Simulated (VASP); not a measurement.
Consider the following.

```
CELL_PARAMETERS angstrom
      3.88775     0.00000     0.00000
      0.00000     3.88775     0.00000
      0.00000     0.00000     5.31102
ATOMIC_POSITIONS crystal
  Sn 0.50000 0.00000 0.78337
  Sn 0.00000 0.50000 0.21663
  O  0.50000 0.50000 0.00000
  O  0.00000 0.00000 0.00000
```

These are vdW-DF2, VASP's PBE PAW potentials (set 64) (plane waves; VASP) values and carry that method's errors. Run with 520 eV cut-off, 6×6×4 Γ-centred mesh, Gaussian smearing of 0.050 eV, potentials Sn_d O.

Question: The ions and cell shape at fixed volume are relaxed. Predict the relaxed structure.

Answer: 
```
CELL_PARAMETERS angstrom
      3.94667     0.00000     0.00000
      0.00000     3.94667     0.00000
      0.00000     0.00000     5.15362
ATOMIC_POSITIONS crystal
  Sn 0.50000 0.00000 0.77214
  Sn 0.00000 0.50000 0.22786
  O  0.50000 0.50000 0.00000
  O  0.00000 0.00000 0.00000
```
Space group P4/nmm (129), at a tolerance of 0.03 Å.

Question: How much energy does the relaxation gain?

Answer: The energy (σ→0) changes by -13.1 meV/atom, in 7 ionic steps.

| step | E(σ→0) (eV) | max force (eV/Å) | pressure (GPa) | volume (Å³) |
|---|---|---|---|---|
| 1 | -12.8173 | 0.806 | 4.82 | 80.27 |
| 2 | -12.8561 | 0.140 | 2.73 | 80.27 |
| 3 | -12.8581 | 0.047 | 2.16 | 80.27 |
| 4 | -12.8649 | 0.020 | 1.88 | 80.27 |
| 5 | -12.8698 | 0.019 | 1.38 | 80.27 |
| 6 | -12.8698 | 0.020 | 1.36 | 80.27 |
| 7 | -12.8698 | 0.004 | 1.29 | 80.27 |

The compound is SnO in the litharge structure. This cell is one point of a volume scan, at 0.94 of the reference volume. Symmetry was kept, so distortions that lower it aren't found.
